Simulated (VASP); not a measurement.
An input for Quantum ESPRESSO's pw.x (written as the equivalent of a VASP run, and not itself run):

```
&CONTROL
  calculation = 'vc-relax'
  pseudo_dir = './pseudo'
  outdir = './out'
  tprnfor = .true.
  tstress = .true.
  nstep = 60
  forc_conv_thr = 0.00078
/
&SYSTEM
  ibrav = 0
  nat = 4
  ntyp = 1
  ecutwfc = 84
  occupations = 'smearing'
  smearing = 'gaussian'
  degauss = 0.003675
  input_dft = 'pbesol'
/
&ELECTRONS
  conv_thr = 7.3e-08
  electron_maxstep = 100
/
&IONS
/
&CELL
/
ATOMIC_SPECIES
  N 14.007 N.upf
CELL_PARAMETERS angstrom
     4.0865543    0.0000000    0.0000000
    -0.0000000    4.0865543    0.0000000
     0.0000000    0.0000000    5.3462283
ATOMIC_POSITIONS crystal
  N    0.9038350  0.9038350  0.0000000
  N    0.0961650  0.0961650  0.0000000
  N    0.5961650  0.4038350  0.5000000
  N    0.4038350  0.5961650  0.5000000
K_POINTS automatic
  5 5 4 0 0 0
```

Problem. Translate this input to VASP (INCAR, KPOINTS, POSCAR, choice of POTCAR).

Solution. This is not unique; one that fits is 
KPOINTS:
```
Automatic mesh
0
Gamma
5 5 4
0 0 0
```

### INCAR
```
ALGO = Normal
EDIFF = 1E-6
EDIFFG = -0.02
ENCUT = 520
GGA = PS
IBRION = 2
ISIF = 3
ISMEAR = 0
LASPH = .True.
LCHARG = .False.
LREAL = .False.
LWAVE = .False.
NELM = 100
NSW = 60
PREC = Accurate
SIGMA = 0.05
SYSTEM = N
```

### POSCAR
```
N
1.0
  4.0865542715   0.0000000000   0.0000000000
  0.0000000000   4.0865542715   0.0000000000
  0.0000000000   0.0000000000   5.3462282540
N
4
Cartesian
  3.6935708200   3.6935708200   0.0000000000
  0.3929834515   0.3929834515   0.0000000000
  2.4362605872   1.6502936843   2.6731141270
  1.6502936843   2.4362605872   2.6731141270
```

POTCAR, in this order: N (PBE.64 set). Program: vasp_std.

The two are equivalent in intent, not identical: the potentials are each code's own (VASP's PAW set, PseudoDojo norm-conserving files in pw.x), so ENCUT and ecutwfc are chosen apart and not converted; conv_thr bounds pw.x's estimated SCF error, while EDIFF bounds the energy change between steps; forc_conv_thr acts on force components and is met together with etot_conv_thr.

The structure comes from a computed database's N entry (P4_2/mnm); how it stands against other phases isn't given here. This run relaxes it. Symmetry was kept, so distortions that lower it aren't found. The start is the result of an earlier pass.
